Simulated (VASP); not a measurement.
An input for Quantum ESPRESSO's pw.x (written as the equivalent of a VASP run, and not itself run):

```
&CONTROL
  calculation = 'scf'
  pseudo_dir = './pseudo'
  outdir = './out'
  tprnfor = .true.
  tstress = .true.
/
&SYSTEM
  ibrav = 0
  nat = 2
  ntyp = 2
  ecutwfc = 62
  occupations = 'smearing'
  smearing = 'gaussian'
  degauss = 0.000735
  input_dft = 'pbesol'
/
&ELECTRONS
  conv_thr = 7.3e-08
  electron_maxstep = 100
/
ATOMIC_SPECIES
  Tl 204.380 Tl.upf
  Cl 35.450 Cl.upf
CELL_PARAMETERS angstrom
     3.8374700    0.0000000    0.0000000
     0.0000000    3.8374700    0.0000000
     0.0000000    0.0000000    3.8374700
ATOMIC_POSITIONS crystal
  Tl  -0.0027320  0.0033710  0.0001380
  Cl   0.5027320  0.4966290  0.4998620
K_POINTS automatic
  7 7 7 0 0 0
```

Q: Write the VASP files for the same calculation (PBEsol).

A: One answer among several that fit: 
**INCAR**
```
# general
SYSTEM  = TlCl
PREC    = Accurate
ENCUT   = 300
LREAL   = F
LASPH   = T

# electronic loop
EDIFF   = 1E-6
NELM    = 100
ALGO    = Normal
LMAXMIX = 4

# smearing
ISMEAR  = 0
SIGMA   = 0.01

# functional
GGA     = PS

# ions
ISIF    = 2

# output
LWAVE   = F
LCHARG  = F
```

File POSCAR:
```
TlCl
3.837470
  1.0000000000   0.0000000000   0.0000000000
  0.0000000000   1.0000000000   0.0000000000
  0.0000000000   0.0000000000   1.0000000000
Tl Cl
1 1
Cartesian
 -0.0027320000   0.0033710000   0.0001380000
  0.5027320000   0.4966290000   0.4998620000
```

File KPOINTS:
```
K-points
0
Gamma
 7 7 7
```

POTCAR, in this order: Tl_d Cl (PBE.64 set). Program: vasp_std.

What does not carry over: the potentials are each code's own (VASP's PAW set, PseudoDojo norm-conserving files in pw.x), so ENCUT and ecutwfc are chosen apart and not converted; conv_thr bounds pw.x's estimated SCF error, while EDIFF bounds the energy change between steps.

The structure comes from a computed database's TlCl entry; how it stands against other phases isn't given here. The cell was not relaxed at this level, atoms are displaced from their ideal sites. The run is one of a series of settings (GGA = PS against the base run), some of them coarse on purpose.
